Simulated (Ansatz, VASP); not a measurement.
# RbNbS3 in two plane-wave programs, part 3 of 3

One calculation is typed for both programs; each brings its own data sets. How far apart do they land? The cell is generated by rule, not measured, and may not be a known phase. The cell is taken from a series of runs on this material, whose earlier steps may have relaxed, scaled, displaced or heated it; both programs get it as it stands.

VASP 6.6.1 and Ansatz 0.2.0.

So far: Ansatz: relaxation of cell and atoms, PBE, pair 1; VASP: relaxation of cell and atoms, PBE, pair 1; Differences; Ansatz: relaxation of cell and atoms, PBE, pair 2; VASP: relaxation of cell and atoms, PBE, pair 2; Comparison.

## (8) VASP: relaxation of cell and atoms, PBE, pair 3

Level of this step: PBE; plane waves and PAW (Rb_sv, Nb_sv, S); invented cell (VASP).

The relaxed volume is the usual yardstick between codes: in a stiff, nearly cubic crystal its relative difference is about their pressure difference at one cell divided by the bulk modulus.

INCAR reads:

```
SYSTEM = RbNbS3
PREC = Accurate
ENCUT = 500
EDIFF = 1E-07
NELM = 120
ISMEAR = 1
SIGMA = 0.2
LREAL = .FALSE.
ALGO = Normal
GGA = PE
NBANDS = 50
LASPH = .TRUE.
LORBIT = 11
LWAVE = .FALSE.
LCHARG = .FALSE.
ISIF = 3
IBRION = 2
NSW = 80
EDIFFG = -0.005
GGA_COMPAT = .FALSE.
NELMIN = 4
KPAR = 2
```

POSCAR reads:

```
RbNbS3
1.0
   -3.4665630000      3.4665630000      4.9179160000
    3.4665630000     -3.4665630000      4.9179160000
    3.4665630000      3.4665630000     -4.9179160000
Rb Nb S
2 2 6
Direct
    0.2500000000      0.7500000000      0.5000000000
    0.7500000000      0.2500000000      0.5000000000
    0.0000000000      0.0000000000      0.0000000000
    0.5000000000      0.5000000000      0.0000000000
    0.2541182722      0.7458817278      0.0000000000
    0.7458817278      0.2541182722      0.0000000000
    0.2416815375      0.2416815375      0.0000000000
    0.7583183609      0.7583183609      0.0000000000
    0.2541182722      0.2541182722      0.5082365444
    0.7458817278      0.7458817278      0.4917634556
```

KPOINTS reads:

```
Automatic mesh
0
Gamma
6 6 6
0 0 0
```

Potentials, in the order of the species: Rb_sv, Nb_sv and S (PBE family, release 64).

Run with:

```sh
mpirun -np 2 vasp_std
```

Numbers of over 12 decimals in the logs are rounded to 6 here.

The log of the run:

```text
[... set-up lines as in an earlier step ...]
 entering main loop
       N       E                     dE             d eps       ncg     rms          rms(c)
DAV:   1     0.643059450070E+03    0.64306E+03   -0.37431E+04  3000   0.142E+03
DAV:   2    -0.452395913347E+01   -0.64758E+03   -0.62819E+03  4238   0.412E+02
DAV:   3    -0.609382666735E+02   -0.56414E+02   -0.55641E+02  4704   0.113E+02
DAV:   4    -0.641489641609E+02   -0.32107E+01   -0.31985E+01  4944   0.267E+01
[...]
DAV:  16    -0.565981182184E+02   -0.14448E-05   -0.33506E-06  4856   0.851E-03    0.530E-03
DAV:  17    -0.565981180274E+02    0.19096E-06   -0.68736E-07  4180   0.466E-03    0.226E-03
DAV:  18    -0.565981179281E+02    0.99323E-07   -0.16044E-07  2248   0.180E-03
   1 F= -.56598118E+02 E0= -.56601687E+02  d E =-.565981E+02
[...]
N       E                     dE             d eps       ncg     rms          rms(c)
DAV:   1    -0.566011251460E+02   -0.30071E-02   -0.87450E-02  4066   0.187E+00    0.382E-01
[...]
DAV:  11    -0.565982169052E+02    0.39428E-07   -0.15781E-08  1650   0.820E-04
   2 F= -.56598217E+02 E0= -.56601760E+02  d E =-.989771E-04
 trial-energy change:   -0.000099  1 .order   -0.000096   -0.000487    0.000294
 step:   0.6281(harm=  0.6236)  dis= 0.00052  next Energy=   -56.598271 (dE=-0.153E-03)
[...]
N       E                     dE             d eps       ncg     rms          rms(c)
DAV:   1    -0.565986779029E+02   -0.46096E-03   -0.12091E-02  4060   0.697E-01    0.142E-01
DAV:   2    -0.565984153745E+02    0.26253E-03   -0.10439E-03  4450   0.226E-01    0.738E-02
DAV:   3    -0.565983150182E+02    0.10036E-03   -0.17120E-04  4110   0.696E-02    0.376E-02
DAV:   4    -0.565982759045E+02    0.39114E-04   -0.15462E-04  5216   0.663E-02    0.223E-02
DAV:   5    -0.565982758014E+02    0.10313E-06   -0.14615E-05  4520   0.132E-02    0.141E-02
DAV:   6    -0.565982729816E+02    0.28198E-05   -0.61706E-06  5630   0.864E-03    0.425E-03
DAV:   7    -0.565982718111E+02    0.11705E-05   -0.86744E-07  4846   0.524E-03    0.215E-03
DAV:   8    -0.565982717196E+02    0.91522E-07   -0.14592E-07  2850   0.225E-03
   3 F= -.56598272E+02 E0= -.56601825E+02  d E =-.153791E-03
[...]
reached required accuracy - stopping structural energy minimisation
```

From OUTCAR (step 8):

```text
  Total        0.0140775      0.0140775     -0.0001583      0.0000000      0.0000000      0.0000000
  in kB        0.0955620      0.0955620     -0.0010743      0.0000000      0.0000000      0.0000000
  external PRESSURE =       0.0633499 kB  Pullay stress =       0.0000000 kB

 POSITION                                       TOTAL-FORCE (eV/Angst)
 -----------------------------------------------------------------------------------
      3.46489      0.00000      2.45743         0.000000     -0.000000     -0.000000
      0.00000      3.46489      2.45743        -0.000000     -0.000000     -0.000000
      0.00000      0.00000     -0.00000        -0.000000     -0.000000     -0.000000
      0.00000      0.00000      4.91487         0.000000     -0.000000     -0.000000
      1.70375     -1.70375      4.91487        -0.002026      0.002026     -0.000000
     -1.70375      1.70375      4.91487         0.002026     -0.002026     -0.000000
      0.00000      0.00000      2.37514         0.000000     -0.000000     -0.004886
      0.00000      0.00000      7.45459        -0.000000     -0.000000      0.004886
      1.76114      1.76114      0.00000         0.002026      0.002026     -0.000000
      1.70375      1.70375      4.91487        -0.002026     -0.002026      0.000000
 -----------------------------------------------------------------------------------
    total drift:                                0.000000      0.000000      0.000221

  FREE ENERGIE OF THE ION-ELECTRON SYSTEM (eV)
  ---------------------------------------------------
  free  energy   TOTEN  =       -56.5982717196 eV

  energy  without entropy=      -56.6089307874  energy(sigma->0) =      -56.60182474

[... 1 part as in an earlier step ...]

[... 3 further parts left out ...]
[key lines of the parts left out:]
E-fermi :   3.7813
```

## (9) Ansatz: relaxation of cell and atoms, PBE, pair 3

The same cell, functional, mesh and smearing now go to Ansatz, which takes its cutoff from its data sets.

The cell is taken from a series of runs on this material, whose earlier steps may have relaxed, scaled, displaced or heated it; both programs get it as it stands.

input.yaml reads:

```yaml
crystal:
  lattice:
    - [-3.4665631184, 3.4665631184, 4.9179155216]
    - [3.4665631184, -3.4665631184, 4.9179155216]
    - [3.4665631184, 3.4665631184, -4.9179155216]
  atoms:
    - { symbol: Rb, position: [0.25, 0.75, 0.5] }
    - { symbol: Rb, position: [0.75, 0.25, 0.5] }
    - { symbol: Nb, position: [0.0, 0.0, 0.0] }
    - { symbol: Nb, position: [0.5, 0.5, 0.0] }
    - { symbol: S, position: [0.2541182732, 0.7458817268, 0.0] }
    - { symbol: S, position: [0.7458817268, 0.2541182732, 0.0] }
    - { symbol: S, position: [0.2416815238, 0.2416815238, 0.0] }
    - { symbol: S, position: [0.7583184762, 0.7583184762, 0.0] }
    - { symbol: S, position: [0.2541182732, 0.2541182732, 0.5082365464] }
    - { symbol: S, position: [0.7458817268, 0.7458817268, 0.4917634536] }
kpoints:
  mp_grid: { grid: [6, 6, 6] }
hamiltonian:
  xc: pbe
  pseudopotentials: { kind: paw, azcp: { folder: soft_1 } }
scf:
  occupations: { method: methfessel_paxton, width: 0.2 }
output:
  forces: true
  stress: true
  eigenvalues: true
relax:
  adjacent_minimum: "off"
  f_tol: 0.001
  max_steps: 60
  cell: { stress_tol: 0.01 }
```

Run with:

```sh
ansatz run input.yaml --threads 4 --pin off --max-ram 16384MiB --backend cpu --events-out ev --progress --plain --runs-dir out
```

The log of the run:

```text
[...]
Crystal: 10 atoms, lattice volume = 236.396 Å³
Basis set: ecut = 420 eV, 4645 PW (Γ), exchange–correlation on 96×96×96 points (8 copies of the dense FFT grid, shifted against one another)
Bands: 50, of which v1, the nominal top of the filled ones, is band 40 counted from 1 (39 counted from 0)
Symmetry: 16 space group operations
[...]
k-points: 30 of 216
[...]
- { symbol: Rb, position: [0.75, 0.250000, 0.500000] }
    - { symbol: Nb, position: [0, 0, 0] }
    - { symbol: Nb, position: [0.500000, 0.500000, 0] }
    - { symbol: S, position: [0.254218, 0.745782, 0.0] }
    - { symbol: S, position: [0.745782, 0.254218, 0.0] }
    - { symbol: S, position: [0.241492, 0.241492, 0] }
    - { symbol: S, position: [0.758508, 0.758508, 0] }
    - { symbol: S, position: [0.254218, 0.254218, 0.508436] }
    - { symbol: S, position: [0.745782, 0.745782, 0.491564] }
[key lines of the parts left out:]
SCF converged after 9 iterations
Free energy (F): -21061.362641 eV
Fermi energy:    6.889352 eV
P = ⅓ Tr σ = 0.0052 GPa (0.052 kbar)
```

## (10) Side by side

The two programs side by side:

```
                                         quantity  Ansatz    VASP  difference
                                      volume (Å³)  236.48  236.02     +0.20 %
edge a after relaxation, in the typed setting (Å)   6.945   6.940     +0.06 %
```

## (11) Outcome

```
difference in volume (relaxation of cell and atoms, PBE, pair 1) : 0.18 %
difference in volume (relaxation of cell and atoms, PBE, pair 2) : 0.18 %
difference in volume (relaxation of cell and atoms, PBE, pair 3) : 0.20 %
```

What this shows: The difference in volume is 0.20 % (relaxation of cell and atoms, PBE, pair 3), within the 1.2 % picked in this series as the mark of a large difference, as far as the stopping tolerances let one tell. 2 further runs of this series are not shown here. How closely two codes agree says nothing of how well the functional describes the real material.

[Lines on the potential files, build, host, timing and source positions are cut from VASP's logs without a mark.]

[Logs are printed without paths, hosts, clocks, repeated set-up lines and the standing remarks that a program may print on its own settings, such as how far it seeks lower states.]

[Hosts, paths, dates, database ids (printed as entryN), source tags and the programs' standing remarks are cut or masked in the printed files.]
